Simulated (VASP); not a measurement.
Level of theory: PBE GGA, VASP's PBE PAW potentials (set 64) (plane waves; VASP 6.6.1).

Input for VASP

KPOINTS:
```
Automatic mesh
0
Gamma
5 5 4
0 0 0
```

POSCAR:
```
SiO2
1.0
  2.5027832349  -4.3349478446   0.0000000000
  2.5027832349   4.3349478446   0.0000000000
  0.0000000000   0.0000000000   5.4933253676
Si O
3 6
Cartesian
  1.1878302577   2.0573824147   1.8311066248
  2.6299059545   0.0000000000   0.0000000000
  1.1878302577  -2.0573824147   3.6622187428
  1.6860769296   0.6710673827   1.1449059572
  3.5813666197   1.1246518024   4.8071247001
  2.2409061554  -2.5392286577   2.5173072923
  3.5813666197  -1.1246518024   0.6862006675
  1.6860769296  -0.6710673827   4.3484194104
  2.2409061554   2.5392286577   2.9760180753
```

INCAR:
```
# general
SYSTEM=SiO2
PREC  =Accurate
ENCUT =480
LREAL =.FALSE.   # projection in real space or not
LASPH =.TRUE.   # aspherical one-centre terms

# electronic loop
EDIFF =1E-6
NELM  =100
ALGO  =Normal

# smearing
ISMEAR=0   # Gaussian
SIGMA =0.05   # width (eV)

# functional
GGA   =PE

# ions
IBRION=2
NSW   =60   # most ionic steps
ISIF  =3   # ions, shape and volume
EDIFFG=-0.02   # ionic stop

# output
LWAVE =.FALSE.
LCHARG=.FALSE.
```

POTCAR, in this order: Si O (PBE.64 set). Program: vasp_std.

The run wrote:

**OUTCAR**
```
 ion  position               nearest neighbor table
   1  0.000  0.475  0.333-   6 1.63   4 1.63   7 1.63   9 1.63   2 3.11   2 3.11   3 3.11   3 3.11
  LATTYP: Found a hexagonal cell.
 ALAT       =     5.0055665750
 C/A-ratio  =     1.0974432735
 Subroutine PRICEL returns:
 Original cell was already a primitive cell.
 Subroutine GETGRP returns: Found  6 space group operations
The static configuration has the point symmetry C_2 .
 The point group associated with its full space group is D_3 .
The dynamic configuration has the point symmetry C_2 .
 Subroutine INISYM returns: Found  6 space group operations
 Subroutine IBZKPT returns following result:
 Found     17 irreducible k-points:

 Following reciprocal coordinates:
            Coordinates               Weight
  0.000000  0.000000  0.000000      1.000000
  0.200000 -0.000000  0.000000      6.000000
  0.400000  0.000000  0.000000      6.000000
  0.200000  0.200000  0.000000      6.000000
  0.400000  0.200000  0.000000      6.000000
  0.000000  0.000000  0.250000      2.000000
  0.200000 -0.000000  0.250000      6.000000
 -0.000000  0.200000  0.250000      6.000000
  0.400000  0.000000  0.250000      6.000000
  0.000000  0.400000  0.250000      6.000000
  0.200000  0.200000  0.250000     12.000000
  0.400000  0.200000  0.250000     12.000000
  0.000000  0.000000  0.500000      1.000000
  0.200000 -0.000000  0.500000      6.000000
  0.400000  0.000000  0.500000      6.000000
  0.200000  0.200000  0.500000      6.000000
  0.400000  0.200000  0.500000      6.000000
   k-points           NKPTS =     17   k-points in BZ     NKDIM =     17   number of bands    NBANDS=     29
   number of dos      NEDOS =    301   number of ions     NIONS =      9
   total plane-waves  NPLWV =  51840
   dimension x,y,z NGX =    36 NGY =   36 NGZ =   40
   dimension x,y,z NGXF=    72 NGYF=   72 NGZF=   80
   ions per type =               3   6
   PREC   = accura    normal or accurate (medium, high low for compatibility)
   ISTART =      0    job   : 0-new  1-cont  2-samecut
   ICHARG =      2    charge: 1-file 2-atom 10-const
   ISPIN  =      1    spin polarized calculation?
   LNONCOLLINEAR =      F non collinear calculations
   LSORBIT =      F    spin-orbit coupling
   INIWAV =      1    electr: 0-lowe 1-rand  2-diag
   ENCUT  =  480.0 eV  35.28 Ry    5.94 a.u.   8.94  8.94  9.81*2*pi/ulx,y,z
   NELM   =    100;   NELMIN=  2; NELMDL= -5     # of ELM steps
   EDIFF  = 0.1E-05   stopping-criterion for ELM
   LREAL  =      F    real-space projection
   NLSPLINE    = F    spline interpolate recip. space projectors
   LMAXMIX     =    2 max onsite mixed and CHGCAR
   VOSKOWN=      0    Vosko Wilk Nusair interpolation
   EDIFFG = -.2E-01   stopping-criterion for IOM
   NSW    =     60    number of steps for IOM
   NBLOCK =      1;   KBLOCK =     60    inner block; outer block
   IBRION =      2    ionic relax: 0-MD 1-quasi-New 2-CG
   NFREE  =      1    steps in history (QN), initial steepest desc. (CG)
   ISIF   =      3    stress and relaxation
   ISYM   =      2    0-nonsym 1-usesym 2-fastsym
   TEIN   =    0.0    initial temperature
   TEBEG  =    0.0;   TEEND  =   0.0 temperature during run
   SMASS  =  -3.00    Nose mass-parameter (am)
   PSTRESS=    0.0 pullay stress
   NELECT =      48.0000    total number of electrons
   EFERMI =   0.00;   METHOD = LEGACY
   ISMEAR =     0;   SIGMA  =   0.05  broadening in eV -4-tet -1-fermi 0-gaus
   IALGO  =     38    algorithm
   LDIAG  =      T    sub-space diagonalisation (order eigenvalues)
   IMIX   =      4    mixing-type and parameters
     AMIX     =   0.40;   BMIX     =  1.00
     AMIX_MAG =   1.60;   BMIX_MAG =  1.00
     AMIN     =   0.10
   GGA     = PE    functional components
...
```

File OSZICAR:
```
       N       E                     dE             d eps       ncg     rms          rms(c)
DAV:   1     0.303342515832E+03    0.30334E+03   -0.24549E+04   986   0.143E+03
DAV:   2    -0.596992628363E+02   -0.36304E+03   -0.35266E+03  1313   0.331E+02
DAV:   3    -0.802505726053E+02   -0.20551E+02   -0.20489E+02  1156   0.893E+01
DAV:   4    -0.805333387208E+02   -0.28277E+00   -0.28228E+00  1180   0.114E+01
DAV:   5    -0.805388742119E+02   -0.55355E-02   -0.55337E-02  1126   0.156E+00    0.248E+01
DAV:   6    -0.710947905694E+02    0.94441E+01   -0.43007E+01  1126   0.365E+01    0.114E+01
DAV:   7    -0.711260331811E+02   -0.31243E-01   -0.99346E-01  1221   0.550E+00    0.438E+00
DAV:   8    -0.711330021020E+02   -0.69689E-02   -0.47505E-02  1141   0.183E+00    0.155E+00
DAV:   9    -0.711456468792E+02   -0.12645E-01   -0.21799E-02  1121   0.123E+00    0.350E-01
DAV:  10    -0.711473619529E+02   -0.17151E-02   -0.43134E-03  1146   0.385E-01    0.105E-01
DAV:  11    -0.711472284300E+02    0.13352E-03   -0.14051E-03  1156   0.225E-01    0.169E-02
DAV:  12    -0.711472355062E+02   -0.70762E-05   -0.33632E-05  1146   0.377E-02    0.147E-02
DAV:  13    -0.711472375469E+02   -0.20407E-05   -0.14148E-05  1146   0.219E-02    0.308E-03
DAV:  14    -0.711472380281E+02   -0.48118E-06   -0.44705E-07   743   0.445E-03
   1 F= -.71147238E+02 E0= -.71147238E+02  d E =-.711472E+02
```

File OUTCAR:
```
------------------------ aborting loop because EDIFF is reached ----------------------------------------
  FORCE on cell =-STRESS in cart. coord.  units (eV):
  Direction    XX          YY          ZZ          XY          YZ          ZX
  --------------------------------------------------------------------------------------
  Total        0.1148705      0.1148705      0.1310233      0.0000000     -0.0000000     -0.0000000
  in kB        1.5439981      1.5439981      1.7611104      0.0000000     -0.0000000     -0.0000000
  external PRESSURE =       1.6163689 kB  Pullay stress =       0.0000000 kB
  volume of cell :      119.20
      direct lattice vectors                 reciprocal lattice vectors
     2.502783235 -4.334947845  0.000000000     0.199777589 -0.115341641  0.000000000
     2.502783235  4.334947845  0.000000000     0.199777589  0.115341641  0.000000000
     0.000000000  0.000000000  5.493325368     0.000000000  0.000000000  0.182039099
 POSITION                                       TOTAL-FORCE (eV/Angst)
 -----------------------------------------------------------------------------------
      1.18783      2.05738      1.83111        -0.000517     -0.000895     -0.000000
      2.62991      0.00000      0.00000         0.001033      0.000000     -0.000000
      1.18783     -2.05738      3.66222        -0.000517      0.000895     -0.000000
      1.68608      0.67107      1.14491         0.001628     -0.007489     -0.012998
      3.58137      1.12465      4.80712         0.005672      0.005154     -0.012998
      2.24091     -2.53923      2.51731        -0.007299     -0.002335      0.012998
      3.58137     -1.12465      0.68620         0.005672     -0.005154      0.012998
      1.68608     -0.67107      4.34842         0.001628      0.007489      0.012998
      2.24091      2.53923      2.97602        -0.007299      0.002335     -0.012998
 -----------------------------------------------------------------------------------
    total drift:                               -0.001455      0.000955      0.000001
  FREE ENERGIE OF THE ION-ELECTRON SYSTEM (eV)
  ---------------------------------------------------
  free  energy   TOTEN  =       -71.1472380281 eV

  energy  without entropy=      -71.1472380281  energy(sigma->0) =      -71.14723803

 reached required accuracy - stopping structural energy minimisation
```
(Selected blocks of OUTCAR.)

**OUTCAR**
```
 val. band max:        0.6928347884   @ k =   0.4000   0.2000   0.0000

 cond. band min:       6.4051194816   @ k =   0.0000   0.0000   0.0000


 Fermi energy:         0.9698460441

 k-point     1 :       0.0000    0.0000    0.0000
  band No.  band energies     occupation
      1     -18.5529      2.00000
      2     -17.1040      2.00000
      3     -17.1039      2.00000
      4     -16.5033      2.00000
      5     -16.4667      2.00000
      6     -16.4666      2.00000
      7      -7.5412      2.00000
      8      -7.5411      2.00000
      9      -4.6979      2.00000
     10      -4.6275      2.00000
     11      -4.4706      2.00000
     12      -4.4706      2.00000
     13      -2.0969      2.00000
     14      -2.0968      2.00000
     15      -1.9475      2.00000
     16      -1.6888      2.00000
     17      -0.7812      2.00000
     18      -0.7811      2.00000
     19      -0.7761      2.00000
     20      -0.2514      2.00000
     21      -0.2514      2.00000
     22       0.1432      2.00000
     23       0.3753      2.00000
     24       0.3753      2.00000
     25       6.4051      0.00000
     26       9.7869      0.00000
     27       9.7870      0.00000
     28      10.1054      0.00000
     29      10.1054      0.00000

 k-point     2 :       0.2000   -0.0000    0.0000
  band No.  band energies     occupation
      1     -18.4439      2.00000
      2     -17.2350      2.00000
      3     -17.0910      2.00000
      4     -16.5215      2.00000
      5     -16.4844      2.00000
      6     -16.4738      2.00000
      7      -7.5911      2.00000
      8      -7.2857      2.00000
      9      -4.7200      2.00000
     10      -4.6776      2.00000
     11      -4.6310      2.00000
     12      -4.2572      2.00000
     13      -2.2631      2.00000
     14      -2.0260      2.00000
     15      -1.8993      2.00000
     16      -1.4706      2.00000
     17      -1.1355      2.00000
     18      -0.8505      2.00000
     19      -0.7834      2.00000
...
```

The compound is SiO2 in the quartz structure. It was relaxed first, which changed the volume by +5 %. The start is the result of an earlier pass.
